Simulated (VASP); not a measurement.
```
CELL_PARAMETERS angstrom
     11.06711     0.00000     0.00000
      0.00000    11.06711     0.00000
      0.00000     0.00000    11.06711
ATOMIC_POSITIONS crystal
  Ga 0.49998 0.00236 0.00234
  Ga 0.74981 0.25031 0.00129
  Ga 0.74965 0.00108 0.24976
  Ga 0.00010 0.99988 0.99979
  Ga 0.25212 0.25020 0.00182
  Ga 0.50020 0.50008 0.00101
  Ga 0.74990 0.74778 0.00181
  Ga 0.25207 0.00229 0.25010
  Ga 0.51511 0.26566 0.26506
  Ga 0.73469 0.48501 0.26534
  Ga 0.50013 0.00145 0.49975
  Ga 0.73451 0.26536 0.48429
  Ga 0.74999 0.00235 0.74798
  Ga 0.99755 0.50004 0.00231
  Ga 0.24988 0.75017 0.99997
  Ga 0.99895 0.25016 0.24978
  Ga 0.25082 0.49998 0.25010
  Ga 0.50010 0.74892 0.25012
  Ga 0.99758 0.00230 0.49992
  Ga 0.25100 0.24991 0.49986
  Ga 0.51503 0.48482 0.48490
  Ga 0.74977 0.74900 0.49993
  Ga 0.24990 0.99987 0.75002
  Ga 0.50028 0.25007 0.74890
  Ga 0.74984 0.49969 0.74875
  Ga 0.99777 0.74820 0.25018
  Ga 0.99867 0.49976 0.50001
  Ga 0.25210 0.74778 0.49990
  Ga 0.99771 0.25004 0.74783
  Ga 0.25201 0.49986 0.74806
  Ga 0.50016 0.74822 0.74781
  Ga 0.00005 0.75009 0.75011
  P  0.62455 0.13019 0.12998
  P  0.86992 0.37547 0.13008
  P  0.86999 0.12993 0.37484
  P  0.12513 0.12546 0.12511
  P  0.37970 0.37505 0.12968
  P  0.62523 0.62021 0.12984
  P  0.87448 0.87491 0.12511
  P  0.37994 0.13011 0.37466
  P  0.87012 0.62022 0.37491
  P  0.62534 0.13005 0.61993
  P  0.86987 0.37457 0.61990
  P  0.87461 0.12552 0.87510
  P  0.12469 0.62480 0.12546
  P  0.37534 0.87517 0.12552
  P  0.12486 0.37487 0.37502
  P  0.37982 0.62003 0.37510
  P  0.62497 0.87503 0.37494
  P  0.12481 0.12538 0.62466
  P  0.37978 0.37494 0.62016
  P  0.62476 0.62016 0.62016
  P  0.87448 0.87515 0.62473
  P  0.37547 0.12541 0.87494
  P  0.62502 0.37498 0.87499
  P  0.87452 0.62446 0.87488
  P  0.12504 0.87520 0.37515
  P  0.12509 0.62454 0.62467
  P  0.37536 0.87499 0.62444
  P  0.12467 0.37506 0.87497
  P  0.37546 0.62481 0.87477
  P  0.62506 0.87533 0.87506
  P  0.12502 0.87496 0.87496
  N  0.62480 0.37528 0.37490
```

Method: HSE06 screened hybrid, VASP's PBE PAW potentials (set 64) (plane waves; VASP). Settings: PREC = Normal, LREAL = Auto, ISYM = 0, EDIFF = 1E-5, 400 eV cut-off, 1×1×1 Γ-centred mesh, Gaussian smearing of 0.050 eV, potentials Ga P N.

The supercell is sampled at Γ alone, which is coarse: total energies, pressure and levels can be off, energies of defects by several tenths of an eV.

Q: Predict the energy per atom (σ→0).

A: 
```json
{
  "energy per atom (σ→0)": "-5.384 eV/atom"
}
```

The absolute energy has meaning only against runs of the same code, potentials and settings.

The cell is a supercell with a defect, built from GaP (zinc blende): N_P. The cell's shape comes from a PBE relaxation. The run is not spin-polarised, so no state with unpaired spins was tried.
